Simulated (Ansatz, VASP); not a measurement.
## Cross-check of PdAu2 (Au-Pd-Au stack, (100) layers) between VASP and Ansatz

One calculation is typed for both programs; each brings its own data sets. How far apart do they land? Of the first pair: The structure shown is the start of the Ansatz relaxation below; VASP solves that cell, so the two are compared at the walk's first step.

Program: Ansatz 0.2.0. Level of theory: plane waves, with VASP 6.6.1 beside it; PBE. Results are calculated unless marked as measured.

## Step 1: Set-up

The cell holds 3 atoms: 2 Au and 1 Pd. Cell: a = 2.751 Å, b = 2.751 Å, c = 31.580 Å, α = 90.0°, β = 90.0°, γ = 90.0°. It derives from PdAu2. Vacuum lies along c. The height across the vacuum is the one that the program set for its solve, not the one typed.

## Step 2: Ansatz: relaxation, PBE

Ansatz runs on its PAW soft_1 files.

The two programs are compared at the cell with which this relaxation starts, whose forces are those of its first step.

Contents of input.yaml:

```yaml
crystal:
  lattice:
    - [2.75065, 0.0, 0.0]
    - [0.0, 2.75065, 0.0]
    - [0.0, 0.0, 14.89]
  atoms:
    - { symbol: Au, position: [0.0, 0.0, 0.36937542] }
    - { symbol: Pd, position: [0.5, 0.5, 0.5] }
    - { symbol: Au, position: [0.0, 0.0, 0.63062458] }
  periodic: [true, true, false]
kpoints:
  mp_grid: { grid: [8, 8, 1] }
hamiltonian:
  xc: pbe
  pseudopotentials: { kind: paw, azcp: { folder: soft_1 } }
scf:
  occupations: { method: gaussian, width: 0.1 }
output:
  forces: true
  stress: true
  eigenvalues: true
relax:
  adjacent_minimum: "off"
  f_tol: 0.05
  max_steps: 80
  cell: { stress_2d_tol: 0.02 }
```

Run with:

```
$ ansatz run input.yaml --threads 4 --pin off --max-ram 12288MiB --backend cpu --events-out ev --progress --plain --runs-dir out
```

Numbers of over 12 decimals in the logs are rounded to 6 here.

The program printed:

```text
Warning: crystal.periodic: the lattice vector that does not repeat stood 0.000° off the slab's normal, 14.890 Å along it as the deck builds it. The run solves the slab on a vector along the normal, 31.580 Å long, with every atom where it was (on the deck's vector they left 11.00 Å outside them, and the widest stretch free of ions among them is 1.94 Å). A fractional position that the run reports is one of the run's ce [...]
The last accepted step is kept in <dir> (removed where the run ends without a failure and the disk answers)
crystal.periodic: the lattice vector that does not repeat stood 0.000° off the slab's normal, 14.890 Å along it as the deck builds it. The run solves the slab on a vector along the normal, 31.580 Å long, with every atom where it was (on the deck's vector they left 11.00 Å outside them, and the widest stretch free of ions among them is 1.94 Å). A fractional position that the run reports is one of the run's cell, which [...]
Engine: ansatz 0.2.0, x86_64-unknown-linux-gnu
Pseudopotentials: kind: paw
Pseudopotential: Au, paw, valence charge 19, recommended cutoff 420 eV (normal), soft_1/Au.paw.azcp
Pseudopotential: Pd, paw, valence charge 18, recommended cutoff 420 eV (normal), soft_1/Pd.paw.azcp
Functional definition: PBE
  parameter kappa = 0.804
  parameter beta = 0.066725
  exchange = pbe_x(kappa = kappa, mu = beta*pi^2/3)
  correlation = pbe_c(beta = beta)
Crystal: 3 atoms, lattice volume = 238.937 Å³
Basis set: ecut = 420 eV, 4773 PW (Γ), exchange–correlation on 40×40×432 points (8 copies of the dense FFT grid, shifted against one another)
Bands: 34, of which v1, the nominal top of the filled ones, is band 28 counted from 1 (27 counted from 0)
Symmetry: 16 space group operations
Space group: P4/mmm (ITA 123), of the structure as read, at distance tolerance 6.2e-5 Å
k-points: 15 of 64
Non-local potential: Au, projectors of the file, l = 0: 3, l = 1: 2, l = 2: 2, l = 3: 1
Non-local potential: Pd, projectors of the file, l = 0: 2, l = 1: 2, l = 2: 2, l = 3: 1
PAW form: soft (Blöchl's): semilocal exchange-correlation on the pseudo side does not see the compensation charge
PAW one-centre angular grid: Au, 590 points (default); XC on 64 Gauss nodes
PAW one-centre angular grid: Pd, 590 points (default); XC on 64 Gauss nodes
Initial density: superposition of atomic densities (neutral atoms: chi_scale 0, normalization atom)
Initial wavefunctions: pseudopotential atomic-orbital guess
Functional: x = pbe(κ = 0.804, μ = 0.219515), c = pbe(β = 0.066725)
SCF iter   1: F=—  HF=-33276.380694 eV  |F-HF|=—  |Δ(HF+E_count)|=         —  Δρ=6.13e-2  dr2=1.54e1  ethr=3.10e-3  ⟨swp⟩=14.7  Hψ=3715  notcnv=0  defer=1
preconditioner: auto → LDOS  [metal: Δε(μ)=0.093 eV  Ē_g=8.015 eV  σ=0.100 eV  W_gap=0.44  n_scr=20 (ndim 8)  ℏωp=13.6 eV  f_vac=0.757  D(μ)=4.95/eV (n_scr^D=18)  β→1.0]
[...]
Crystal: 3 atoms, lattice volume = 246.035 Å³
iter 1 solved again at ethr=2.43e-9 eV; its pass at ethr=3.10e-3 eV (dr2=1.36e-6 eV) is discarded
SCF iter   1: F=—  HF=-33274.662435 eV  |F-HF|=—  |Δ(HF+E_count)|=         —  Δρ=2.54e-5  dr2=1.33e-6  ethr=2.43e-9  ⟨swp⟩=5.2  Hψ=3221  notcnv=0
preconditioner: auto → LDOS  [insulator: Δε(μ)=0.124 eV  Ē_g=8.074 eV  σ=0.100 eV  W_gap=0.59  n_scr=20 (ndim 8)  ℏωp=13.4 eV  f_vac=0.749  D(μ)=1.68/eV (n_scr^D=10)  ε∞_Penn≈3.8  β→1.0]
SCF iter   2: F=—  HF=-33274.662486 eV  |F-HF|=—  |Δ(HF+E_count)|=   5.15e-5  Δρ=1.79e-5  dr2=2.73e-6  ethr=2.38e-9  ⟨swp⟩=2.9  Hψ=1035  notcnv=0
SCF iter   3: F=—  HF=-33274.662486 eV  |F-HF|=—  |Δ(HF+E_count)|=   4.86e-7  Δρ=5.24e-6  dr2=1.57e-7  ethr=2.38e-9  ⟨swp⟩=3.2  Hψ=1020  notcnv=0
SCF iter   4: F=—  HF=-33274.662486 eV  |F-HF|=—  |Δ(HF+E_count)|=   6.33e-8  Δρ=2.76e-6  dr2=2.48e-8  ethr=2.81e-10  ⟨swp⟩=2.7  Hψ=1001  notcnv=0
SCF iter   5: F=—  HF=-33274.662486 eV  |F-HF|=—  |Δ(HF+E_count)|=   9.11e-9  Δρ=5.87e-7  dr2=9.21e-10  ethr=4.43e-11  ⟨swp⟩=3.5  Hψ=1130  notcnv=0
iter 6 did not close the SCF: its close was put off until two iterations running show no level that it waits for move by more than its bar (scf_convergence_deferred on its scf_iter line)
SCF iter   6: F=-33274.662486 eV  HF=-33274.662486 eV  |F-HF|=3.33e-9  |Δ(HF+E_count)|=   6.59e-9  Δρ=1.33e-7  dr2=1.06e-10  ethr=1.31e-12  ⟨swp⟩=10.7  Hψ=2905  notcnv=0
iter 7 did not close the SCF: its close was put off until two iterations running show no level that it waits for move by more than its bar (scf_convergence_deferred on its scf_iter line)
[...]
SCF 6 converged in 9 iterations: F = -33274.662486 eV  dr2 = 1.23e-14
relax step   6: F+E_penalty+E_count = -33274.66248609 eV  Δ(F+E_penalty+E_count) = +5.131e-6 eV  max|allowed force component| = 5.031e-5 eV/Å  Δτ_max = 0.0007 Å  P = +0.002 N/m  Ω = 246.035 Å³  energy of the carried Pulay correction = -6.381e-4 eV  fix = [c, alpha, beta]  reactions: c +0.000 N/m  (9 SCF iters, dr2 threshold 7.34e-10 eV, accepted)
Initial wavefunctions: pseudopotential atomic-orbital guess (no wavefunctions were taken with the density)
iter 1 solved again at ethr=3.91e-6 eV; its pass at ethr=3.10e-3 eV (dr2=2.19e-3 eV) is discarded
SCF iter   1: F=—  HF=-33274.661392 eV  |F-HF|=—  |Δ(HF+E_count)|=         —  Δρ=1.21e-4  dr2=1.25e-6  ethr=3.91e-6  ⟨swp⟩=4.9  Hψ=5479  notcnv=0
eigensolver tolerance schedule: the retry pair's looser diagonalisation over-reported the residual by 1755.97 of it (diagonalisation noise at an unbounded share of the residual, at the tolerance the schedule requests for it); recorded, not acted on — ethr = c·dr2/N_el stays at c = 1.0e-1
preconditioner: auto → LDOS  [insulator: Δε(μ)=0.124 eV  Ē_g=8.032 eV  σ=0.100 eV  W_gap=0.59  n_scr=20 (ndim 8)  ℏωp=13.4 eV  f_vac=0.749  D(μ)=1.68/eV (n_scr^D=10)  ε∞_Penn≈3.8  β→1.0]
SCF iter   2: F=—  HF=-33274.662999 eV  |F-HF|=—  |Δ(HF+E_count)|=   1.61e-3  Δρ=1.13e-5  dr2=2.88e-7  ethr=2.23e-9  ⟨swp⟩=5.3  Hψ=1770  notcnv=0
SCF iter   3: F=—  HF=-33274.662996 eV  |F-HF|=—  |Δ(HF+E_count)|=   3.45e-6  Δρ=8.01e-6  dr2=2.04e-7  ethr=5.15e-10  ⟨swp⟩=3.0  Hψ=1140  notcnv=0
SCF iter   4: F=—  HF=-33274.662999 eV  |F-HF|=—  |Δ(HF+E_count)|=   3.20e-6  Δρ=3.24e-6  dr2=2.74e-8  ethr=3.65e-10  ⟨swp⟩=2.9  Hψ=846  notcnv=0
SCF iter   5: F=—  HF=-33274.662999 eV  |F-HF|=—  |Δ(HF+E_count)|=   3.56e-8  Δρ=6.52e-7  dr2=4.91e-9  ethr=4.89e-11  ⟨swp⟩=3.2  Hψ=1153  notcnv=0
SCF iter   6: F=—  HF=-33274.662999 eV  |F-HF|=—  |Δ(HF+E_count)|=   2.04e-9  Δρ=1.84e-7  dr2=8.41e-11  ethr=8.76e-12  ⟨swp⟩=3.0  Hψ=919  notcnv=0
SCF iter   7: F=—  HF=-33274.662999 eV  |F-HF|=—  |Δ(HF+E_count)|=   2.60e-9  Δρ=5.62e-8  dr2=2.60e-11  ethr=1.00e-12  ⟨swp⟩=2.7  Hψ=833  notcnv=0
SCF iter   8: F=—  HF=-33274.662999 eV  |F-HF|=—  |Δ(HF+E_count)|=   4.27e-9  Δρ=4.63e-8  dr2=4.25e-12  ethr=1.00e-12  ⟨swp⟩=1.2  Hψ=516  notcnv=0
SCF iter   9: F=-33274.662999 eV  HF=-33274.662999 eV  |F-HF|=3.20e-10  |Δ(HF+E_count)|=   1.47e-9  Δρ=1.38e-8  dr2=3.43e-13  ethr=1.00e-12  ⟨swp⟩=14.7  Hψ=3541  notcnv=0
SCF 7 converged in 9 iterations: F = -33274.662999 eV  dr2 = 3.43e-13
relax step   7: F+E_penalty+E_count = -33274.66299911 eV  Δ(F+E_penalty+E_count) = -5.130e-4 eV  max|allowed force component| = 1.971e-4 eV/Å  Δτ_max = 0.0000 Å  P = -0.012 N/m  Ω = 246.035 Å³  fix = [c, alpha, beta]  reactions: c -0.000 N/m  stress off target by 1.23e-2 N/m on what of the cell is left free  SCF on the basis re-selected at this cell (its energy is not comparable with the rows above)  (9 SCF iters)
basis re-selected at this cell: Δ(F+E_penalty+E_count) = -5.130e-4 eV, ΔP = -0.014 N/m vs the last step (what re-selecting the basis moved, of the pressure what is left beyond the Pulay correction that the steps carried, after the strain that the cell walked since its last selection, with what the two solves' SCF thresholds leave and, on support functions, any second-order correction that the steps lacked; it is no m [...]
SCF converged after 9 iterations
Free energy (F): -33274.662999 eV
Harris-Foulkes:  -33274.662999 eV  (|F-HF|=3.20e-10)
Internal energy: -33274.654590 eV  (E = F + TS)
E sigma→0 (E₀):  -33274.658795 eV
Entropy (-TS):   -0.008409 eV (-2.803 meV/atom)
Fermi energy:    -5.253603 eV
--- Per-component energies (eV) ---
  E_band       = -1939.561250
  E_kinetic    = 1604.449667
  E_local      = -219712.320899  (includes V_loc(G=0)·N_el)
  E_nonlocal   = 567.959063
  E_hartree    = 108758.546085
  E_xc         = -567.246092
  E_vxc        = -695.385493  (∫ρ·V_xc dr)
  E_paw        = -23275.392121  (= ΣΔE_a)
  E_vpaw       = -1221.359270  (= ΣTr[D̂ρ^β])
  E_aug_tail   = 0.003507  (compensation charges beyond the density's cutoff)
  E_ewald      = 99349.346200
  E_smearing   = -0.008409  (= −TS)
  E_closure    = 0.000000  (closes the sum)
  Σ components = -33274.662999   (vs F -33274.662999, Δ=0.00e0)
--- Forces (eV/Å), atoms counted from 1 ---
  atom   1  Au     0.00000000     0.00000000     0.00019712
  atom   2  Pd     0.00000000    -0.00000000     0.00000000
  atom   3  Au     0.00000000     0.00000000    -0.00019712
  max |Σ_I F_I| component: 2.71e-20 eV/Å
--- 2D stress c σ (N/m, compression-positive) ---
       -0.012271       0.000000      -0.000000
        0.000000      -0.012271      -0.000000
       -0.000000      -0.000000      -0.000000
  P = ½ c Tr σ = -0.0123 N/m
--- Band table (eV; the first three rows and the last of 15) ---
  k-point 0: bands = [... 24 lower, -6.7589, -6.6762, -5.6496, -5.6496, -5.4526, -5.4333, -3.4486, -0.1614 (-0.1887°), ... 2 higher]
  k-point 1: bands = [... 24 lower, -6.9488, -6.9281, -6.0966, -5.6080, -5.5638, -4.8509, -2.5457, 0.1274 (0.1021°), ... 2 higher]
  k-point 2: bands = [... 24 lower, -7.3107, -6.7043, -6.2762, -5.8013, -5.6119, -3.7204, -0.9377, 0.9772 (0.9587°), ... 2 higher]
  k-point 14: bands = [... 24 lower, -5.5930, -5.5924, -4.6622, -1.1837, -1.1837, 1.3367, 1.3367, 1.7710, ... 2 higher]
  ° read free of the cell's end (the report's vacuum.weakly_bound_levels)
--- Relaxed structure (6 steps of the walk, 6 accepted, 1 SCFs on fresh bases) ---
  F+E_penalty+E_count = -33274.66299911 eV   max|allowed force component| = 1.971e-4 eV/Å   (the final SCF, on the basis selected at the relaxed cell)
  cell:  # Å, volume = 246.0353 Å³
    - [2.791211, 0, 0]
    - [0, 2.791211, 0]
    - [0, 0, 31.5799999848]
  atoms:
    - { symbol: Au, position: [0, 0, 0.170259] }
    - { symbol: Pd, position: [0.5, 0.5, 0.235750] }
    - { symbol: Au, position: [0, 0, 0.301242] }
```

The column dr2 measures how far the density is from self-consistency, as an energy; F and HF (Harris–Foulkes) agree once it is small.

## Step 3: VASP: single point, PBE, start cell, pair 1

The same cell, functional, mesh and smearing now go to VASP, with its own data sets.

Lines of VASP's logs that name or quote its potential files are left out, and so is its time.

Contents of INCAR:

```
SYSTEM = PdAu2
PREC = Accurate
ENCUT = 400
EDIFF = 1E-06
NELM = 120
ISMEAR = 0
SIGMA = 0.1
LREAL = .FALSE.
ALGO = Normal
GGA = PE
NBANDS = 22
LASPH = .TRUE.
LORBIT = 11
LWAVE = .FALSE.
LCHARG = .FALSE.
ISIF = 2
LDIPOL = .TRUE.
IDIPOL = 3
DIPOL = 0.5 0.5 0.236
LVHAR = .TRUE.
GGA_COMPAT = .FALSE.
NELMDL = -8
KPAR = 2
```

Contents of POSCAR:

```
PdAu2
1.0
    2.7506500000      0.0000000000      0.0000000000
    0.0000000000      2.7506500000      0.0000000000
    0.0000000000      0.0000000000     31.5800000000
Au Pd
2 1
Direct
    0.0000000000      0.0000000000      0.1741608613
    0.0000000000      0.0000000000      0.2973400887
    0.5000000000      0.5000000000      0.2357504750
```

Contents of KPOINTS:

```
Automatic mesh
0
Gamma
8 8 1
0 0 0
```

PAW data sets: Au and Pd (PBE family, release 64).

Run with:

```
$ mpirun -np 2 vasp_std
```

The program printed:

```text
[banner, memory and clock lines left out]
running    2 mpi-ranks, on    1 nodes
 distrk:  each k-point on    1 cores,    2 groups
 distr:  one band on    1 cores,    1 groups

 POSCAR found type information on POSCAR AuPd
 POSCAR found :  2 types and       3 ions
 LDA part: xc-table for (Slater+PW92), standard interpolation
 POSCAR, INCAR and KPOINTS ok, starting setup
 FFT: planning ... GRIDC
 FFT: planning ... GRID_SOFT
 FFT: planning ... GRID
 WAVECAR not read
 entering main loop
       N       E                     dE             d eps       ncg     rms          rms(c)
DAV:   1     0.203270090379E+03    0.20327E+03   -0.10819E+04   668   0.924E+02
DAV:   2    -0.173535695986E+01   -0.20501E+03   -0.19351E+03   968   0.209E+02
DAV:   3    -0.117405875554E+02   -0.10005E+02   -0.93519E+01   804   0.503E+01
DAV:   4    -0.118894136076E+02   -0.14883E+00   -0.14874E+00   846   0.666E+00
DAV:   5    -0.118925448427E+02   -0.31312E-02   -0.31312E-02   840   0.809E-01
DAV:   6    -0.118926437251E+02   -0.98882E-04   -0.98882E-04   902   0.137E-01
DAV:   7    -0.118926481284E+02   -0.44033E-05   -0.44031E-05   800   0.266E-02
DAV:   8    -0.118926483601E+02   -0.23170E-06   -0.23189E-06   640   0.596E-03    0.153E+01
DAV:   9    -0.112383533874E+02    0.65429E+00   -0.76409E+00   696   0.303E+01    0.113E+01
DAV:  10    -0.113637398045E+02   -0.12539E+00   -0.58754E+00   714   0.261E+01    0.748E+00
DAV:  11    -0.108494415000E+02    0.51430E+00   -0.12650E+00   696   0.160E+01    0.146E+00
DAV:  12    -0.108601986886E+02   -0.10757E-01   -0.29446E-01   768   0.525E+00    0.132E+00
DAV:  13    -0.108374102258E+02    0.22788E-01   -0.73121E-02   756   0.362E+00    0.215E-01
DAV:  14    -0.108376132348E+02   -0.20301E-03   -0.36644E-03   768   0.412E-01    0.117E-01
DAV:  15    -0.108374931632E+02    0.12007E-03   -0.47382E-04   752   0.284E-01    0.376E-02
DAV:  16    -0.108374983239E+02   -0.51608E-05   -0.50852E-05   770   0.928E-02    0.123E-02
DAV:  17    -0.108375347805E+02   -0.36457E-04   -0.14105E-05   728   0.192E-02    0.985E-03
DAV:  18    -0.108375643081E+02   -0.29528E-04   -0.22563E-06   610   0.116E-02    0.517E-03
DAV:  19    -0.108376115315E+02   -0.47223E-04   -0.31414E-06   612   0.763E-03    0.234E-03
DAV:  20    -0.108376474335E+02   -0.35902E-04   -0.17846E-06   574   0.388E-03    0.128E-03
DAV:  21    -0.108376557383E+02   -0.83048E-05   -0.14832E-07   504   0.185E-03    0.417E-04
DAV:  22    -0.108376657108E+02   -0.99724E-05   -0.31145E-07   486   0.158E-03    0.640E-04
DAV:  23    -0.108376675510E+02   -0.18402E-05   -0.33493E-08   486   0.104E-03    0.186E-04
DAV:  24    -0.108376685225E+02   -0.97154E-06   -0.20696E-08   450   0.427E-04
   1 F= -.10837669E+02 E0= -.10832770E+02  d E =-.979703E-02
```

Parts of OUTCAR (step 3):

```text
ion  position               nearest neighbor table
   1  0.000  0.000  0.174-   3 2.75   3 2.75   3 2.75   3 2.75
   2  0.000  0.000  0.297-   3 2.75   3 2.75   3 2.75   3 2.75
   3  0.500  0.500  0.236-   2 2.75   2 2.75   2 2.75   2 2.75   1 2.75   1 2.75   1 2.75   1 2.75

  LATTYP: Found a simple tetragonal cell.
 ALAT       =     2.7506500000
 C/A-ratio  =    11.4809226910

 Subroutine GETGRP returns: Found 16 space group operations
 (whereof  8 operations were pure point group operations)

The static configuration has the point symmetry C_4v.
 The point group associated with its full space group is D_4h.

 Found     15 irreducible k-points:

   k-points           NKPTS =     15   k-points in BZ     NKDIM =     15   number of bands    NBANDS=     22

   dimension x,y,z NGX =    18 NGY =   18 NGZ =  210
   dimension x,y,z NGXF=    36 NGYF=   36 NGZF=  420

   ENCUT  =  400.0 eV  29.40 Ry    5.42 a.u.   4.49  4.49 51.50*2*pi/ulx,y,z

   NELECT =      32.0000    total number of electrons

 k-points in reciprocal lattice and weights: Automatic mesh
   0.00000000  0.00000000  0.00000000       0.016
   0.12500000  0.00000000  0.00000000       0.062
   0.25000000  0.00000000  0.00000000       0.062
   0.37500000  0.00000000  0.00000000       0.062
   0.50000000  0.00000000  0.00000000       0.031
   0.12500000  0.12500000  0.00000000       0.062
   0.25000000  0.12500000  0.00000000       0.125
   0.37500000  0.12500000  0.00000000       0.125
   0.50000000  0.12500000  0.00000000       0.062
[...]
0.50000000  0.37500000  0.00000000       0.062
   0.50000000  0.50000000  0.00000000       0.016

 dipolmoment           0.000000      0.000000      0.000000 electrons x Angstroem

 average (electrostatic) potential at core
       1 -75.1653       2 -75.1653       3 -82.2824

 E-fermi :  -2.3646

 k-point     1 :       0.0000    0.0000    0.0000
  band No.  band energies     occupation
    ...
     14      -3.8198      2.00000
     15      -2.6929      2.00000
     16      -2.6929      2.00000
     17      -2.5701      1.99634
     18      -2.4903      1.92455
     19      -0.3822      0.00000
     20       2.7430      0.00000
     21       2.9112      0.00000
     22       3.0712      0.00000

 k-point     2 :       0.1250    0.0000    0.0000
  band No.  band energies     occupation
    ...
     13      -4.1638      2.00000
     14      -4.1042      2.00000
     15      -3.2335      2.00000
     16      -2.6953      2.00000
     17      -2.6303      1.99983
     18      -1.8426      0.00000
     19       0.5864      0.00000
     20       3.0492      0.00000
     21       3.2500      0.00000
     22       3.3790      0.00000

 k-point     3 :       0.2500    0.0000    0.0000
  band No.  band energies     occupation
    ...
     13      -4.5055      2.00000
     14      -3.8228      2.00000
     15      -3.4330      2.00000
     16      -2.8855      2.00000
     17      -2.6302      1.99983
     18      -0.6339      0.00000
     19       2.2319      0.00000
     20       3.9550      0.00000
     21       4.2406      0.00000
     22       4.2972      0.00000

  Total        3.7555857      3.7555857      3.8816086      0.0000000     -0.0000000      0.0000000
  in kB       25.1828839     25.1828839     26.0279244      0.0000000     -0.0000000      0.0000000
  external PRESSURE =      25.4645641 kB  Pullay stress =       0.0000000 kB

  energy-cutoff  :      400.00
  volume of cell :      238.94
      direct lattice vectors                 reciprocal lattice vectors
     2.750650000  0.000000000  0.000000000     0.363550434  0.000000000  0.000000000
     0.000000000  2.750650000  0.000000000     0.000000000  0.363550434  0.000000000
     0.000000000  0.000000000 31.580000000     0.000000000  0.000000000  0.031665611

 POSITION                                       TOTAL-FORCE (eV/Angst)
 -----------------------------------------------------------------------------------
      0.00000      0.00000      5.50000         0.000000     -0.000000     -1.019535
      0.00000      0.00000      9.39000         0.000000     -0.000000      1.019535
      1.37532      1.37532      7.44500         0.000000      0.000000      0.000000
 -----------------------------------------------------------------------------------
    total drift:                                0.000000      0.000000      0.000012

  FREE ENERGIE OF THE ION-ELECTRON SYSTEM (eV)
  ---------------------------------------------------
  free  energy   TOTEN  =       -10.8376685225 eV

  energy  without entropy=      -10.8278714945  energy(sigma->0) =      -10.83277001

 vacuum level on the upper side and lower side of the slab         2.940         2.940

 total charge
# of ion       s       p       d       tot
------------------------------------------
    1        0.599   0.311   8.785   9.694
    2        0.599   0.311   8.785   9.694
    3        0.444   0.482   8.604   9.530
--------------------------------------------------
tot          1.641   1.103  26.174  28.918

[... 3 further parts left out ...]
```

The run ends at a pressure of 2.55 GPa, with forces up to 1.0 eV/Å.

## Step 4: Differences

Known differences besides the potentials themselves: Ansatz cuts the interaction across the vacuum, VASP repeats the sheet with a dipole correction (LDIPOL); the data sets hold 56 valence electrons in Ansatz (on its PAW soft_1 files) and 32 in VASP; the cutoff is 420 eV in Ansatz and 400 eV in VASP. Total energies have different zeros and are not compared.

Forces (eV/Å; atoms numbered as in POSCAR):

| atom | Ansatz x, y, z | VASP x, y, z |
| --- | --- | --- |
| Au1 | 0.000, 0.000, -1.030 | 0.000, 0.000, -1.020 |
| Au2 | 0.000, 0.000, 1.030 | 0.000, 0.000, 1.020 |
| Pd3 | 0.000, 0.000, 0.000 | 0.000, 0.000, 0.000 |

The forces differ by 4.9 meV/Å r.m.s., which is 1.0 % of the r.m.s. force of 0.481 eV/Å (both taken over all components). Where the cell holds vacuum, a pressure given here is an average over it and none of the material.

[end of part 1 of 2]

[Lines on the potential files, build, host, timing and source positions are cut from VASP's logs without a mark.]

[Logs are printed without paths, hosts, clocks, repeated set-up lines and the standing remarks that a program may print on its own settings, such as how far it seeks lower states.]

[Hosts, paths, dates, database ids (printed as entryN), source tags and the programs' standing remarks are cut or masked in the printed files.]
